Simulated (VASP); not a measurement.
All values below come from AM05 GGA, VASP's PBE PAW potentials (set 64) (plane waves; VASP 6.6.1).

A VASP calculation is set up with these files.

KPOINTS:
```
k-points along high-symmetry lines
15
Line-mode
Reciprocal
  0.000000   0.000000   0.000000 ! GAMMA
  0.000000   0.500000   0.000000 ! X

  0.000000   0.500000   0.000000 ! X
  0.500000   0.500000   0.000000 ! M

  0.500000   0.500000   0.000000 ! M
  0.000000   0.000000   0.000000 ! GAMMA

  0.000000   0.000000   0.000000 ! GAMMA
  0.500000   0.500000   0.500000 ! R

  0.500000   0.500000   0.500000 ! R
  0.000000   0.500000   0.000000 ! X

  0.500000   0.500000   0.500000 ! R
  0.500000   0.500000   0.000000 ! M
```

### POSCAR
```
KZnF3
1
    4.0803121966     0.0000000000     0.0000000000
    0.0000000000     4.0803121966     0.0000000000
    0.0000000000     0.0000000000     4.0803121966
K Zn F
1 1 3
Direct
  0.0000000000   0.0000000000   0.0000000000
  0.5000000000   0.5000000000   0.5000000000
  0.5000000000   0.0000000000   0.5000000000
  0.0000000000   0.5000000000   0.5000000000
  0.5000000000   0.5000000000   0.0000000000
```

INCAR:
```
ALGO = Normal
EDIFF = 1E-7
ENCUT = 520
GGA = AM
ICHARG = 11
ISMEAR = 0
LASPH = .TRUE.
LCHARG = .FALSE.
LMAXMIX = 4
LORBIT = 11
LREAL = .FALSE.
LWAVE = .FALSE.
NELM = 100
PREC = Accurate
SIGMA = 0.05
SYSTEM = KZnF3
```

POTCAR, in this order: K_sv Zn F (PBE.64 set). Program: vasp_std. Read from the step before: CHGCAR.

The resulting files:

**OSZICAR**
```
       N       E                     dE             d eps       ncg     rms          rms(c)
DAV:   1     0.440092917584E+03    0.44009E+03   -0.22680E+04  4500   0.203E+03
DAV:   2     0.161214949859E+02   -0.42397E+03   -0.41331E+03  5358   0.494E+02
DAV:   3    -0.193026639922E+02   -0.35424E+02   -0.35147E+02  5411   0.151E+02
DAV:   4    -0.201291862426E+02   -0.82652E+00   -0.82560E+00  7104   0.214E+01
DAV:   5    -0.201401564721E+02   -0.10970E-01   -0.10963E-01  6112   0.189E+00
DAV:   6    -0.201406279263E+02   -0.47145E-03   -0.47133E-03  6533   0.238E-01
DAV:   7    -0.201406323766E+02   -0.44503E-05   -0.44501E-05  6118   0.255E-02
DAV:   8    -0.201406324326E+02   -0.55990E-07   -0.55998E-07  5616   0.284E-03
   1 F= -.20140632E+02 E0= -.20140632E+02  d E =-.970494E-15
```

File OUTCAR:
```
 val. band max:       -1.0359531692   @ k =   0.5000   0.5000   0.5000

 cond. band min:       2.6809678892   @ k =   0.0000   0.0000   0.0000



 k-point     1 :       0.0000    0.0000    0.0000
  band No.  band energies     occupation
      1     -27.8408      2.00000
      2     -22.2611      2.00000
      3     -21.6460      2.00000
      4     -21.6460      2.00000
      5     -11.4317      2.00000
      6     -11.4317      2.00000
      7     -11.4317      2.00000
      8      -5.0276      2.00000
      9      -5.0276      2.00000
     10      -5.0276      2.00000
     11      -4.4322      2.00000
     12      -4.4322      2.00000
     13      -4.4322      2.00000
     14      -4.1008      2.00000
     15      -4.1008      2.00000
     16      -2.9368      2.00000
     17      -2.9368      2.00000
     18      -2.9368      2.00000
     19      -2.7470      2.00000
     20      -2.7470      2.00000
     21      -2.7470      2.00000
     22       2.6810      0.00000
     23       7.7987      0.00000
     24       7.7987      0.00000
     25       8.3208      0.00000

 k-point     2 :       0.0000    0.0357    0.0000
  band No.  band energies     occupation
      1     -27.8406      2.00000
      2     -22.2595      2.00000
      3     -21.6474      2.00000
      4     -21.6460      2.00000
      5     -11.4317      2.00000
      6     -11.4312      2.00000
      7     -11.4312      2.00000
      8      -5.0645      2.00000
      9      -5.0271      2.00000
     10      -5.0271      2.00000
     11      -4.4360      2.00000
     12      -4.4360      2.00000
     13      -4.4321      2.00000
     14      -4.1007      2.00000
     15      -4.0728      2.00000
     16      -2.9394      2.00000
     17      -2.9350      2.00000
     18      -2.9350      2.00000
     19      -2.7506      2.00000
     20      -2.7467      2.00000
     21      -2.7467      2.00000
     22       2.7069      0.00000
     23       7.8094      0.00000
     24       7.8108      0.00000
...
```

The density is held fixed in this step, so its total energy and stress have no physical meaning.

The compound is KZnF3 in the cubic perovskite structure. It was relaxed first.
